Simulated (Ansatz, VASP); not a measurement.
# Si2W: VASP beside Ansatz

One calculation is typed for both programs; each brings its own data sets. How far apart do they land? The cell is taken from a series of runs on this material, whose earlier steps may have relaxed, scaled, displaced or heated it; both programs get it as it stands.

Main program and level: Ansatz 0.2.0; plane waves, with VASP 6.6.1 beside it; relaxation of cell and atoms at PBEsol, spin-orbit coupling.

## 1. Starting point

It takes space group I4/mmm (No. 139, tetragonal). The conventional cell has a = 3.214 Å, b = 3.214 Å, c = 7.830 Å, α = 90.00°, β = 90.00°, γ = 90.00°. Nearest to Si lie 5 Si at 2.59 to 2.63 Å and 5 W at 2.62 Å. Nearest to W lie 10 Si at 2.62 Å. Farther neighbours are not listed.

## 2. Ansatz: relaxation of cell and atoms, PBEsol, spin-orbit coupling

Ansatz runs on its fully relativistic PAW (standard-fr) files.

The relaxed volume is the usual yardstick between codes: in a stiff, nearly cubic crystal its relative difference is about their pressure difference at one cell divided by the bulk modulus.

File input.yaml:

```yaml
crystal:
  lattice:
    - [-1.6069, 1.6069, 3.91495]
    - [1.6069, -1.6069, 3.91495]
    - [1.6069, 1.6069, -3.91495]
  atoms:
    - { symbol: Si, position: [0.3347, 0.3347, 0.0] }
    - { symbol: Si, position: [0.6653, 0.6653, 0.0] }
    - { symbol: W, position: [0.0, 0.0, 0.0] }
kpoints:
  mp_grid: { grid: [16, 16, 16] }
hamiltonian:
  xc: pbesol
  pseudopotentials: { kind: paw_fr }
scf:
  occupations: { method: gaussian, width: 0.1 }
output:
  forces: true
  stress: true
  eigenvalues: true
magnetization:
  noncollinear: true
  spin_orbit: true
relax:
  adjacent_minimum: "off"
  f_tol: 0.005
  max_steps: 60
  cell: { stress_tol: 0.03 }
```

Started as:

```console
ansatz run input.yaml --threads 4 --pin off --max-ram 8192MiB --backend cpu --events-out ev --progress --plain --runs-dir out
```

Numbers of over 12 decimals in the logs are rounded to 6 here.

What it wrote:

```text
Engine: ansatz 0.2.0, aarch64-unknown-linux-gnu
Pseudopotentials: kind: paw_fr
Pseudopotential: Si, paw_fr, valence charge 4, recommended cutoff 420 eV (normal), Si.paw.azcp#standard-fr
Pseudopotential: W, paw_fr, valence charge 14, recommended cutoff 420 eV (normal), W.paw.azcp#standard-fr
Functional definition: PBEsol
  exchange = pbesol_x
  correlation = pbesol_c
non-collinear run that drives no moment, with spin-orbit: no starting moment large enough to seed its density (crystal.atoms[].spin), no starting occupations that ask for one, no magnetisation constraint and no magnetic field, so the semilocal B_xc is pinned to zero
Crystal: 3 atoms, lattice volume = 40.436 Å³
Basis set: ecut = 420 eV, 793 PW (Γ), exchange–correlation on 64×64×64 points (8 copies of the dense FFT grid, shifted against one another)
Bands: 30, of which v1, the nominal top of the filled ones, is band 22 counted from 1 (21 counted from 0)
Symmetry: 16 space group operations + 16 with time reversal
Magnetic group: BNS 139.532 (UNI 1192), of the structure as read, at distance tolerance 3.4e-5 Å
k-points: 349 of 4096
Projection manifold: j_resolved (fully-relativistic pseudo-atomic orbitals)
Non-local potential: Si, projectors of the file, l = 0: 2, l = 1: 4, l = 2: 4
Non-local potential: W, projectors of the file, l = 0: 3, l = 1: 4, l = 2: 4, l = 3: 2
PAW form: soft (Blöchl's): semilocal exchange-correlation on the pseudo side does not see the compensation charge
PAW frozen core: Si, regenerated for the run's functional, and the local potential with it (the file was generated under x = pbe(κ = 0.804, μ = 0.219515), c = pbe(β = 0.066725))
PAW frozen core: W, regenerated for the run's functional, and the local potential with it (the file was generated under x = pbe(κ = 0.804, μ = 0.219515), c = pbe(β = 0.066725))
PAW one-centre angular grid: Si, 110 points (default); XC on 64 Gauss nodes
PAW one-centre angular grid: W, 590 points (default); XC on 64 Gauss nodes
Initial density: superposition of atomic densities (chi_scale 0.1, normalization cell, long waves kept (reshape's long-wave potential 0.00 eV rms))
Initial wavefunctions: pseudopotential atomic-orbital guess
Functional: x = pbesol(κ = 0.804, μ = 0.123457), c = pbesol(β = 0.046)
SCF iter   1: F=—  HF=-11525.297284 eV  |F-HF|=—  |Δ(HF+E_count)|=         —  Δρ=4.85e-2  dr2=9.10e-1  dr2_m=0.00e0 (ungated)  ethr=3.10e-3  |M|=0.00e0 ∫|m|=0.00e0 μB  |m|>n=0.0e0 m-floor=0.0e0 τ_xc=0.0e0  β_m=0.30  ⟨swp⟩=5.9  Hψ=27481  notcnv=0  defer=4
preconditioner: auto → Kerker (q_TF=auto, 2.465 Å⁻¹)  [metal: Δε(μ)=0.067 eV  Ē_g=8.285 eV  σ=0.100 eV  W_gap=0.35  n_scr=10 (ndim 8)  ℏωp=21.8 eV  f_vac=0.000  D(μ)=0.21/eV (n_scr^D=0)]
spin=Noncollinear: Kerker preconditioning applied to the charge; magnetization (m_x, m_y, m_z) channels mix plain (no charge-response kernel on spin).
SCF iter   2: F=—  HF=-11525.131464 eV  |F-HF|=—  |Δ(HF+E_count)|=   1.66e-1  Δρ=3.45e-2  dr2=3.95e-1  dr2_m=0.00e0 (ungated)  ethr=3.10e-3  |M|=0.00e0 ∫|m|=0.00e0 μB  |m|>n=0.0e0 m-floor=0.0e0 τ_xc=0.0e0  β_m=0.61  ⟨swp⟩=2.0  Hψ=7405  notcnv=0  defer=698
SCF iter   3: F=—  HF=-11525.016520 eV  |F-HF|=—  |Δ(HF+E_count)|=   1.15e-1  Δρ=8.05e-3  dr2=2.54e-2  dr2_m=0.00e0 (ungated)  ethr=1.80e-3  |M|=0.00e0 ∫|m|=0.00e0 μB  |m|>n=0.0e0 m-floor=0.0e0 τ_xc=0.0e0  β_m=0.80  ⟨swp⟩=2.7  Hψ=8646  notcnv=0  defer=866
SCF iter   4: F=—  HF=-11525.009704 eV  |F-HF|=—  |Δ(HF+E_count)|=   6.82e-3  Δρ=1.55e-3  dr2=1.25e-3  dr2_m=0.00e0 (ungated)  ethr=1.15e-4  |M|=0.00e0 ∫|m|=0.00e0 μB  |m|>n=0.0e0 m-floor=0.0e0 τ_xc=0.0e0  β_m=0.90  ⟨swp⟩=2.0  Hψ=7446  notcnv=0  defer=948
SCF iter   5: F=—  HF=-11525.009375 eV  |F-HF|=—  |Δ(HF+E_count)|=   3.29e-4  Δρ=1.55e-4  dr2=5.28e-6  dr2_m=0.00e0 (ungated)  ethr=5.70e-6  |M|=0.00e0 ∫|m|=0.00e0 μB  |m|>n=0.0e0 m-floor=0.0e0 τ_xc=0.0e0  β_m=0.95  ⟨swp⟩=2.7  Hψ=8007  notcnv=0  defer=950
SCF iter   6: F=—  HF=-11525.009342 eV  |F-HF|=—  |Δ(HF+E_count)|=   3.36e-5  Δρ=2.25e-5  dr2=1.97e-7  dr2_m=0.00e0 (ungated)  ethr=2.40e-8  |M|=0.00e0 ∫|m|=0.00e0 μB  |m|>n=0.0e0 m-floor=0.0e0 τ_xc=0.0e0  β_m=0.98  ⟨swp⟩=2.5  Hψ=8154  notcnv=0  defer=960
SCF iter   7: F=-11525.009341 eV  HF=-11525.009341 eV  |F-HF|=1.25e-9  |Δ(HF+E_count)|=   1.68e-8  Δρ=2.52e-6  dr2=2.90e-9  dr2_m=0.00e0 (ungated)  ethr=4.55e-10  |M|=0.00e0 ∫|m|=0.00e0 μB  |m|>n=0.0e0 m-floor=0.0e0 τ_xc=0.0e0  ⟨swp⟩=9.8  Hψ=23639  notcnv=0
SCF 1 converged in 7 iterations: F = -11525.009341 eV  dr2 = 2.90e-9
  greatest PAW one-centre occupation: 1.000 electrons in one spin orbital (limit 2), on the W atom at site 2 (counted from 0), in its partial waves of l = 0
relax step   1: F+E_penalty+E_count = -11525.00934150 eV  Δ(F+E_penalty+E_count) = +0.000e0 eV  max|allowed force component| = 2.205e-2 eV/Å  Δτ_max = 0.0000 Å  P = -2.066 GPa  Ω = 40.436 Å³  (7 SCF iters, dr2 threshold 1.00e-7 eV, accepted)
[...]
relax step   3: F+E_penalty+E_count = -11525.01198378 eV  Δ(F+E_penalty+E_count) = -4.511e-4 eV  max|allowed force component| = 1.118e-2 eV/Å  Δτ_max = 0.0005 Å  P = -0.006 GPa  Ω = 40.064 Å³  energy of the carried Pulay correction = +1.084e-4 eV  (4 SCF iters, dr2 threshold 3.00e-7 eV, accepted)
[...]
relax step   4: F+E_penalty+E_count = -11525.01198958 eV  Δ(F+E_penalty+E_count) = -5.794e-6 eV  max|allowed force component| = 4.021e-3 eV/Å  Δτ_max = 0.0004 Å  P = -0.005 GPa  Ω = 40.062 Å³  energy of the carried Pulay correction = +1.088e-4 eV  (4 SCF iters, dr2 threshold 7.81e-9 eV, accepted)
[...]
relax step   5: F+E_penalty+E_count = -11525.01188527 eV  Δ(F+E_penalty+E_count) = +1.043e-4 eV  max|allowed force component| = 4.045e-3 eV/Å  Δτ_max = 0.0000 Å  P = -0.008 GPa  Ω = 40.062 Å³  stress off target by 1.15e-2 GPa  SCF on the basis re-selected at this cell (its energy is not comparable with the rows above)  (4 SCF iters)
basis re-selected at this cell: Δ(F+E_penalty+E_count) = +1.043e-4 eV, ΔP = -0.003 GPa vs the last step (what re-selecting the basis moved, of the pressure what is left beyond the Pulay correction that the steps carried, after the strain that the cell walked since its last selection, with what the two solves' SCF thresholds leave and, on support functions, any second-order correction that the steps lacked; it is no m [...]
SCF converged after 4 iterations
Magnetization: |M| = 0.0000 μB,  M = (+0.0000, +0.0000, +0.0000) μB
Absolute magnetization: 0.0000 μB (∫|m|)
  site 0: m = (+0.0000, +0.0000, +0.0000) μB, |m| = 0.0000 μB  (R = 1.07 Å)
  site 1: m = (+0.0000, +0.0000, +0.0000) μB, |m| = 0.0000 μB  (R = 1.07 Å)
  site 2: m = (+0.0000, +0.0000, +0.0000) μB, |m| = 0.0000 μB  (R = 1.08 Å)
Free energy (F): -11525.011885 eV
Harris-Foulkes:  -11525.011885 eV  (|F-HF|=5.46e-12)
Internal energy: -11525.010665 eV  (E = F + TS)
E sigma→0 (E₀):  -11525.011275 eV
Entropy (-TS):   -0.001220 eV (-0.407 meV/atom)
Fermi energy:    16.832713 eV
--- Per-component energies (eV) ---
  E_band       = -81.737935
  E_kinetic    = 542.416117
  E_local      = -942.980862  (includes V_loc(G=0)·N_el)
  E_nonlocal   = 48.767550
  E_hartree    = 370.413494
  E_xc         = -379.633747
  E_vxc        = -339.258605  (∫ρ·V_xc dr)
  E_paw        = -9454.484170  (= ΣΔE_a)
  E_vpaw       = -131.509022  (= ΣTr[D̂ρ^β])
  E_aug_tail   = -0.000065  (compensation charges beyond the density's cutoff)
  E_ewald      = -1709.798803
  E_core_change = 0.289822  (= ΣΔE_core)
  E_smearing   = -0.001220  (= −TS)
  E_closure    = -0.000000  (closes the sum)
  Σ components = -11525.011885   (vs F -11525.011885, Δ=0.00e0)
--- Forces (eV/Å), atoms counted from 1 ---
  atom   1  Si     0.00000000    -0.00000000    -0.00404457
  atom   2  Si    -0.00000000    -0.00000000     0.00404457
  atom   3  W      0.00000000    -0.00000000     0.00000000
  max |Σ_I F_I| component: 4.16e-17 eV/Å
--- Stress (GPa, compression-positive) ---
       -0.006493       0.000000      -0.000000
        0.000000      -0.006493       0.000000
       -0.000000       0.000000      -0.011473
  P = ⅓ Tr σ = -0.0082 GPa (-0.082 kbar)
--- Band table (eV; the first three rows and the last of 349) ---
  k-point 0: bands = [... 18 lower, 14.0458, 14.0458, 17.4759, 17.4759, 19.3346, 19.3346, 19.6906, 19.6906, ... 4 higher]
  k-point 1: bands = [... 18 lower, 14.4084, 14.4084, 16.8199, 16.8199, 19.3284, 19.3284, 19.9975, 19.9975, ... 4 higher]
  k-point 2: bands = [... 18 lower, 14.9324, 14.9324, 15.5192, 15.5192, 19.2294, 19.2294, 20.2652, 20.2652, ... 4 higher]
  k-point 348: bands = [... 18 lower, 16.1313, 16.1313, 16.2105, 16.2105, 16.4206, 16.4206, 17.6822, 17.6822, ... 4 higher]
--- Relaxed structure (4 steps of the walk, 4 accepted, 1 SCFs on fresh bases) ---
  F+E_penalty+E_count = -11525.01188527 eV   max|allowed force component| = 4.045e-3 eV/Å   (the final SCF, on the basis selected at the relaxed cell)
  cell:  # Å, volume = 40.0623 Å³
    - [-1.601082, 1.601082, 3.907045]
    - [1.601082, -1.601082, 3.907045]
    - [1.601082, 1.601082, -3.907045]
  atoms:
    - { symbol: Si, position: [0.334437, 0.334437, 0] }
    - { symbol: Si, position: [0.665563, 0.665563, 0] }
    - { symbol: W, position: [0, 0, 0] }
```

In the SCF lines HF is the Harris–Foulkes energy and dr2 the Hartree energy of the density residual, in eV; the loop may stop once dr2 is under the threshold and the program's other checks hold. Hψ counts applications of the Hamiltonian.

[end of part 1 of 2]

[Lines on the potential files, build, host, timing and source positions are cut from VASP's logs without a mark.]

[Logs are printed without paths, hosts, clocks, repeated set-up lines and the standing remarks that a program may print on its own settings, such as how far it seeks lower states.]

[Hosts, paths, dates, database ids (printed as entryN), source tags and the programs' standing remarks are cut or masked in the printed files.]
